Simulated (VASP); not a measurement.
VASP ran on this input.

### KPOINTS
```
Automatic mesh
0
Gamma
8 8 8
0 0 0
```

### POSCAR
```
LiH
1
    0.0000000000     2.0400000000     2.0400000000
    2.0400000000     0.0000000000     2.0400000000
    2.0400000000     2.0400000000     0.0000000000
Li H
1 1
Direct
  0.0000000000   0.0000000000   0.0000000000
  0.5000000000   0.5000000000   0.5000000000
```

INCAR:
```
SYSTEM = LiH
PREC = Accurate
ENCUT = 520
EDIFF = 1E-6
NELM = 60
ALGO = VeryFast
LREAL = .FALSE.
LASPH = .TRUE.
ISMEAR = 0
SIGMA = 0.05
GGA = PE
LWAVE = .FALSE.
LCHARG = .FALSE.
ISIF = 2
NELMDL = -1
```

POTCAR, in this order: Li_sv H (PBE.64 set). Program: vasp_std.

The resulting files:

### standard output
```
...
RMM:  21     0.144712610484E+03   -0.90433E-01   -0.89964E-01   692   0.138E+01    0.240E+00
RMM:  22     0.144582072911E+03   -0.13054E+00   -0.12257E+00   692   0.126E+01    0.164E+00
RMM:  23     0.144508547665E+03   -0.73525E-01   -0.72505E-01   692   0.127E+01    0.449E-01
RMM:  24     0.144323187469E+03   -0.18536E+00   -0.17647E+00   692   0.116E+01    0.988E-01
RMM:  25     0.144285137264E+03   -0.38050E-01   -0.36958E-01   692   0.117E+01    0.278E-01
RMM:  26     0.144142568195E+03   -0.14257E+00   -0.14039E+00   692   0.111E+01    0.268E-01
RMM:  27     0.144030241608E+03   -0.11233E+00   -0.60971E-01   694   0.108E+01    0.313E+00
RMM:  28     0.143945620374E+03   -0.84621E-01   -0.11801E+00   687   0.138E+01    0.167E+00
RMM:  29     0.143790424498E+03   -0.15520E+00   -0.15920E+00   691   0.134E+01    0.113E+00
RMM:  30     0.143621984430E+03   -0.16844E+00   -0.16770E+00   692   0.131E+01    0.380E-01
RMM:  31     0.143454909026E+03   -0.16708E+00   -0.16446E+00   692   0.127E+01    0.327E-01
RMM:  32     0.143298766591E+03   -0.15614E+00   -0.15478E+00   692   0.122E+01    0.118E-01
RMM:  33     0.143183739950E+03   -0.11503E+00   -0.11339E+00   692   0.120E+01    0.303E-02
RMM:  34     0.143053525816E+03   -0.13021E+00   -0.12765E+00   695   0.116E+01    0.150E-01
RMM:  35     0.142961250319E+03   -0.92275E-01   -0.89666E-01   696   0.114E+01    0.185E-01
RMM:  36     0.142848369333E+03   -0.11288E+00   -0.11013E+00   696   0.111E+01    0.369E-01
RMM:  37     0.142780461419E+03   -0.67908E-01   -0.66037E-01   696   0.109E+01    0.417E-01
RMM:  38     0.142698148364E+03   -0.82313E-01   -0.82134E-01   696   0.107E+01    0.546E-01
RMM:  39     0.142653932520E+03   -0.44216E-01   -0.45985E-01   696   0.105E+01    0.593E-01
RMM:  40     0.142600415773E+03   -0.53517E-01   -0.57080E-01   696   0.104E+01    0.726E-01
RMM:  41     0.142562573605E+03   -0.37842E-01   -0.43336E-01   696   0.102E+01    0.810E-01
RMM:  42     0.142521132935E+03   -0.41441E-01   -0.47994E-01   696   0.100E+01    0.944E-01
RMM:  43     0.142500232266E+03   -0.20901E-01   -0.28729E-01   695   0.988E+00    0.105E+00
RMM:  44     0.142466096643E+03   -0.34136E-01   -0.42901E-01   694   0.973E+00    0.119E+00
RMM:  45     0.142442541349E+03   -0.23555E-01   -0.33327E-01   696   0.959E+00    0.131E+00
RMM:  46     0.142421380392E+03   -0.21161E-01   -0.30938E-01   696   0.946E+00    0.143E+00
RMM:  47     0.142391742033E+03   -0.29638E-01   -0.39802E-01   686   0.940E+00    0.168E+00
RMM:  48     0.142366734641E+03   -0.25007E-01   -0.36746E-01   691   0.929E+00    0.194E+00
RMM:  49     0.142349013292E+03   -0.17721E-01   -0.31342E-01   687   0.914E+00    0.206E+00
RMM:  50     0.142334057191E+03   -0.14956E-01   -0.28136E-01   692   0.899E+00    0.223E+00
RMM:  51     0.142331651553E+03   -0.24056E-02   -0.16579E-01   695   0.889E+00    0.235E+00
RMM:  52     0.142325300737E+03   -0.63508E-02   -0.19456E-01   685   0.881E+00    0.266E+00
RMM:  53     0.142323282475E+03   -0.20183E-02   -0.17736E-01   692   0.870E+00    0.282E+00
RMM:  54     0.142314025786E+03   -0.92567E-02   -0.24610E-01   695   0.856E+00    0.298E+00
RMM:  55     0.142310667081E+03   -0.33587E-02   -0.19163E-01   696   0.847E+00    0.311E+00
RMM:  56     0.142298697537E+03   -0.11970E-01   -0.27928E-01   685   0.836E+00    0.327E+00
RMM:  57     0.142300849170E+03    0.21516E-02   -0.13299E-01   689   0.827E+00    0.352E+00
RMM:  58     0.142300767956E+03   -0.81213E-04   -0.15832E-01   692   0.812E+00    0.365E+00
RMM:  59     0.142303841490E+03    0.30735E-02   -0.11764E-01   692   0.800E+00    0.377E+00
RMM:  60     0.142309621657E+03    0.57802E-02   -0.83929E-02   691   0.788E+00

 -----------------------------------------------------------------------------
|                                                                             |
|           W    W    AA    RRRRR   N    N  II  N    N   GGGG   !!!           |
|           W    W   A  A   R    R  NN   N  II  NN   N  G    G  !!!           |
|           W    W  A    A  R    R  N N  N  II  N N  N  G       !!!           |
|           W WW W  AAAAAA  RRRRR   N  N N  II  N  N N  G  GGG   !            |
|           WW  WW  A    A  R   R   N   NN  II  N   NN  G    G                |
|           W    W  A    A  R    R  N    N  II  N    N   GGGG   !!!           |
|                                                                             |
|     The electronic self-consistency was not achieved in the given           |
|     number of steps (NELM). The forces and other quantities evaluated       |
|     might not be reliable so examine the results carefully. If you find     |
|     spurious results, we suggest increasing NELM, if you were close to      |
|     convergence or switching to a different ALGO or adjusting the           |
|     density mixing parameters otherwise.                                    |
|                                                                             |
 -----------------------------------------------------------------------------

   1 F= 0.14230962E+03 E0= 0.14231028E+03  d E =-.131510E-02
```

OUTCAR:
```
------------------------ aborting loop EDIFF was not reached (unconverged)  ----------------------------
  FORCE on cell =-STRESS in cart. coord.  units (eV):
  Direction    XX          YY          ZZ          XY          YZ          ZX
  --------------------------------------------------------------------------------------
  Total        9.6084090      9.6084090      9.6084090      0.0000000      0.0000000      0.0000000
  in kB      906.6539665    906.6539665    906.6539665      0.0000000      0.0000000      0.0000000
  external PRESSURE =     906.6539665 kB  Pullay stress =       0.0000000 kB
  volume of cell :       16.98
      direct lattice vectors                 reciprocal lattice vectors
     0.000000000  2.040000000  2.040000000    -0.245098039  0.245098039  0.245098039
     2.040000000  0.000000000  2.040000000     0.245098039 -0.245098039  0.245098039
     2.040000000  2.040000000  0.000000000     0.245098039  0.245098039 -0.245098039
  FREE ENERGIE OF THE ION-ELECTRON SYSTEM (eV)
  ---------------------------------------------------
  free  energy   TOTEN  =       142.3096216569 eV

  energy  without entropy=      142.3109367576  energy(sigma->0) =      142.31027921
```
(Selected blocks of OUTCAR.)

Read input and log: which fault does this run have?
A. ALGO = VeryFast starts from random orbitals with almost no delay (NELMDL = -1)
B. Methfessel-Paxton smearing was used on a material with a gap
C. simple mixing (IMIX = 1) with AMIX above 1 overshoots
D. LSORBIT needs the non-collinear program vasp_ncl

A, ALGO = VeryFast starts from random orbitals with almost no delay (NELMDL = -1). Convergence was not reached. Against the sound run, the energy per atom (σ→0) increases by 74.216 eV/atom; the pressure rises by 92.67 GPa; the band gap falls by 3.02 eV.

To mend it, set ALGO = Normal, remove NELMDL.

The mended run (PBE GGA, plane waves, VASP's PBE PAW potentials (set 64)) converges, and its OSZICAR ends with
```
   1 F= -.61218151E+01 E0= -.61218151E+01  d E =-.122465E-14
```

The compound is LiH in the rock salt structure. The cell was not relaxed at this level.
